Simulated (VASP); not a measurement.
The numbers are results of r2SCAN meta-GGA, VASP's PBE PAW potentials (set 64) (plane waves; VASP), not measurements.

The input files of a VASP run:

### POSCAR
```
WC
1
    2.9135993318     0.0000000000     0.0000000000
   -1.4567996659     2.5232511852    -0.0000000000
    0.0000000000     0.0000000000     5.7331468478
W C
2 2
Direct
  0.0000000000   1.0000000000   0.0000000000
  0.0000000000   0.0000000000   0.5000000000
  0.3333330000   0.6666670000   0.2500000000
  0.6666670000   0.3333330000   0.7500000000
```

**KPOINTS_OPT**
```
k-points along high-symmetry lines
6
Line-mode
Reciprocal
  0.000000   0.000000   0.000000 ! GAMMA
  0.500000   0.000000   0.000000 ! M

  0.500000   0.000000   0.000000 ! M
  0.333333   0.333333   0.000000 ! K

  0.333333   0.333333   0.000000 ! K
  0.000000   0.000000   0.000000 ! GAMMA

  0.000000   0.000000   0.000000 ! GAMMA
  0.000000   0.000000   0.500000 ! A

  0.000000   0.000000   0.500000 ! A
  0.500000   0.000000   0.500000 ! L

  0.500000   0.000000   0.500000 ! L
  0.333333   0.333333   0.500000 ! H

  0.333333   0.333333   0.500000 ! H
  0.000000   0.000000   0.500000 ! A

  0.500000   0.000000   0.500000 ! L
  0.500000   0.000000   0.000000 ! M

  0.333333   0.333333   0.500000 ! H
  0.333333   0.333333   0.000000 ! K
```

File KPOINTS:
```
Automatic mesh
0
Gamma
13 13 6
0 0 0
```

INCAR:
```
ALGO  =  Normal
EDIFF  =  1E-7
ENCUT  =  520
ISIF  =  2
ISMEAR  =  -5
LASPH  =  .True.
LCHARG  =  .False.
LEFG  =  .True.
LMAXMIX  =  6
LMIXTAU  =  .True.
LORBIT  =  11
LREAL  =  .False.
LWAVE  =  .False.
METAGGA  =  R2SCAN
NEDOS  =  601
NELM  =  100
PREC  =  Accurate
SYSTEM  =  WC
```

POTCAR, in this order: W_sv C (PBE.64 set). Program: vasp_std.

Output of the run:

File OUTCAR:
```
 ion  position               nearest neighbor table
   1  0.000  0.000  0.000-   3 2.21   4 2.21   4 2.21   3 2.21   4 2.21   3 2.21   2 2.87   2 2.87
  LATTYP: Found a hexagonal cell.
 ALAT       =     2.9135993318
 C/A-ratio  =     1.9677197153
 Subroutine PRICEL returns:
 Original cell was already a primitive cell.
 Subroutine GETGRP returns: Found 24 space group operations
The static configuration has the point symmetry D_3d.
 The point group associated with its full space group is D_6h.
The dynamic configuration has the point symmetry D_3d.
 Subroutine INISYM returns: Found 24 space group operations
 Subroutine IBZKPT returns following result:
 Found     84 irreducible k-points:

 Following reciprocal coordinates:
            Coordinates               Weight
  0.000000  0.000000  0.000000      1.000000
  0.076923  0.000000  0.000000      6.000000
  0.153846  0.000000  0.000000      6.000000
  0.230769  0.000000  0.000000      6.000000
  0.307692  0.000000  0.000000      6.000000
  0.384615  0.000000  0.000000      6.000000
  0.461538  0.000000  0.000000      6.000000
  0.076923  0.076923  0.000000      6.000000
  0.153846  0.076923  0.000000     12.000000
  0.230769  0.076923  0.000000     12.000000
  0.307692  0.076923  0.000000     12.000000
  0.384615  0.076923  0.000000     12.000000
  0.461538  0.076923  0.000000      6.000000
  0.153846  0.153846  0.000000      6.000000
  0.230769  0.153846  0.000000     12.000000
  0.307692  0.153846  0.000000     12.000000
  0.384615  0.153846  0.000000     12.000000
  0.230769  0.230769  0.000000      6.000000
  0.307692  0.230769  0.000000     12.000000
  0.384615  0.230769  0.000000      6.000000
  0.307692  0.307692  0.000000      6.000000
  0.000000  0.000000  0.166667      2.000000
  0.076923  0.000000  0.166667     12.000000
  0.153846  0.000000  0.166667     12.000000
  0.230769  0.000000  0.166667     12.000000
  0.307692  0.000000  0.166667     12.000000
  0.384615  0.000000  0.166667     12.000000
  0.461538  0.000000  0.166667     12.000000
  0.076923  0.076923  0.166667     12.000000
  0.153846  0.076923  0.166667     24.000000
  0.230769  0.076923  0.166667     24.000000
  0.307692  0.076923  0.166667     24.000000
  0.384615  0.076923  0.166667     24.000000
  0.461538  0.076923  0.166667     12.000000
  0.153846  0.153846  0.166667     12.000000
  0.230769  0.153846  0.166667     24.000000
  0.307692  0.153846  0.166667     24.000000
  0.384615  0.153846  0.166667     24.000000
  0.230769  0.230769  0.166667     12.000000
  0.307692  0.230769  0.166667     24.000000
   k-points           NKPTS =     84   k-points in BZ     NKDIM =     84   number of bands    NBANDS=     22
   number of dos      NEDOS =    601   number of ions     NIONS =      4
   total plane-waves  NPLWV =  27648
   dimension x,y,z NGX =    24 NGY =   24 NGZ =   48
   dimension x,y,z NGXF=    48 NGYF=   48 NGZF=   96
   ions per type =               2   2
   PREC   = accura    normal or accurate (medium, high low for compatibility)
   ISTART =      0    job   : 0-new  1-cont  2-samecut
   ICHARG =      2    charge: 1-file 2-atom 10-const
   ISPIN  =      1    spin polarized calculation?
   LNONCOLLINEAR =      F non collinear calculations
   LSORBIT =      F    spin-orbit coupling
   INIWAV =      1    electr: 0-lowe 1-rand  2-diag
   ENCUT  =  520.0 eV  38.22 Ry    6.18 a.u.   5.42  5.42 10.66*2*pi/ulx,y,z
   NELM   =    100;   NELMIN=  2; NELMDL= -5     # of ELM steps
   EDIFF  = 0.1E-06   stopping-criterion for ELM
   LREAL  =      F    real-space projection
   NLSPLINE    = F    spline interpolate recip. space projectors
...
```

File OSZICAR:
```
       N       E                     dE             d eps       ncg     rms          rms(c)
DAV:   1     0.269827449811E+03    0.26983E+03   -0.20690E+04  3696   0.190E+03
DAV:   2    -0.116694709536E+03   -0.38652E+03   -0.38039E+03  3972   0.538E+02
DAV:   3    -0.136230747529E+03   -0.19536E+02   -0.19261E+02  4768   0.107E+02
DAV:   4    -0.136602840047E+03   -0.37209E+00   -0.37013E+00  4290   0.143E+01
DAV:   5    -0.136609384583E+03   -0.65445E-02   -0.65605E-02  4580   0.187E+00    0.465E+01
DAV:   6    -0.124057980540E+03    0.12551E+02   -0.32425E+01  4604   0.440E+01    0.111E+01
DAV:   7    -0.121074351605E+03    0.29836E+01   -0.27641E+00  4300   0.105E+01    0.473E+00
DAV:   8    -0.122132621714E+03   -0.10583E+01   -0.13936E+00  3978   0.758E+00    0.287E+00
DAV:   9    -0.122266580832E+03   -0.13396E+00   -0.11490E-01  4320   0.235E+00    0.501E-01
DAV:  10    -0.122258192952E+03    0.83879E-02   -0.43027E-02  3918   0.143E+00    0.281E-01
DAV:  11    -0.122274795332E+03   -0.16602E-01   -0.26492E-02  3936   0.109E+00    0.155E-01
DAV:  12    -0.122277808356E+03   -0.30130E-02   -0.19226E-03  4116   0.344E-01    0.572E-02
DAV:  13    -0.122277598119E+03    0.21024E-03   -0.21263E-04  4326   0.124E-01    0.475E-02
DAV:  14    -0.122277775184E+03   -0.17707E-03   -0.18605E-04  4126   0.121E-01    0.149E-02
DAV:  15    -0.122277828566E+03   -0.53381E-04   -0.14982E-05  4286   0.329E-02    0.752E-03
DAV:  16    -0.122277830336E+03   -0.17708E-05   -0.38946E-06  4050   0.154E-02    0.386E-03
DAV:  17    -0.122277832966E+03   -0.26296E-05   -0.17757E-06  3934   0.107E-02    0.260E-03
DAV:  18    -0.122277830256E+03    0.27096E-05   -0.71721E-07  3282   0.702E-03    0.125E-03
DAV:  19    -0.122277832506E+03   -0.22499E-05   -0.20571E-07  2802   0.363E-03    0.594E-04
DAV:  20    -0.122277832602E+03   -0.95532E-07   -0.12607E-08  2142   0.996E-04
   1 F= -.12227783E+03 E0= -.12227783E+03  d E =0.000000E+00
       N       E                     dE             ncg
```

OUTCAR:
```
------------------------ aborting loop because EDIFF is reached ----------------------------------------
  FORCE on cell =-STRESS in cart. coord.  units (eV):
  Direction    XX          YY          ZZ          XY          YZ          ZX
  --------------------------------------------------------------------------------------
  Total       -0.0263648     -0.0263648      0.0474016     -0.0000000      0.0000000      0.0000000
  in kB       -1.0021949     -1.0021950      1.8018579     -0.0000000      0.0000000      0.0000000
  external PRESSURE =      -0.0675106 kB  Pullay stress =       0.0000000 kB
  volume of cell :       42.15
      direct lattice vectors                 reciprocal lattice vectors
     2.913599332  0.000000000  0.000000000     0.343218091  0.198157046  0.000000000
    -1.456799666  2.523251185  0.000000000     0.000000000  0.396314091  0.000000000
     0.000000000  0.000000000  5.733146848     0.000000000  0.000000000  0.174424278
 POSITION                                       TOTAL-FORCE (eV/Angst)
 -----------------------------------------------------------------------------------
      0.00000      0.00000      0.00000        -0.000000      0.000000     -0.000000
      0.00000      0.00000      2.86657        -0.000000      0.000000     -0.000000
     -0.00000      1.68217      1.43329        -0.000000      0.000000      0.000000
      1.45680      0.84108      4.29986         0.000000     -0.000000     -0.000000
 -----------------------------------------------------------------------------------
    total drift:                                0.000000     -0.000000      0.000000
  FREE ENERGIE OF THE ION-ELECTRON SYSTEM (eV)
  ---------------------------------------------------
  free  energy   TOTEN  =      -122.2778326017 eV

  energy  without entropy=     -122.2778326017  energy(sigma->0) =     -122.27783260

 total charge

# of ion       s       p       d       tot
------------------------------------------
    1        2.330   6.409   3.390  12.129
    2        2.330   6.409   3.390  12.129
    3        0.877   1.535   0.000   2.412
    4        0.877   1.535   0.000   2.412
--------------------------------------------------
tot          6.414  15.887   6.779  29.080

 Electric field gradients after diagonalization (V/A^2)
 (convention: |V_zz| > |V_xx| > |V_yy|)
----------------------------------------------------------------------
 ion       V_xx      V_yy      V_zz     asymmetry (V_yy - V_xx)/ V_zz
----------------------------------------------------------------------
   1      79.866    79.862  -159.729       0.000
   2      79.866    79.862  -159.729       0.000
   3      -1.026    -1.026     2.052       0.000
   4      -1.026    -1.026     2.052       0.000
```
(Selected blocks of OUTCAR.)

For a metal the tetrahedron method with Blöchl corrections gives inexact stress and forces.

The structure was generated: WC was put into the NiAs type type (P6_3/mmc), which need not be its known phase. It was relaxed first, which changed the volume by -36 %.
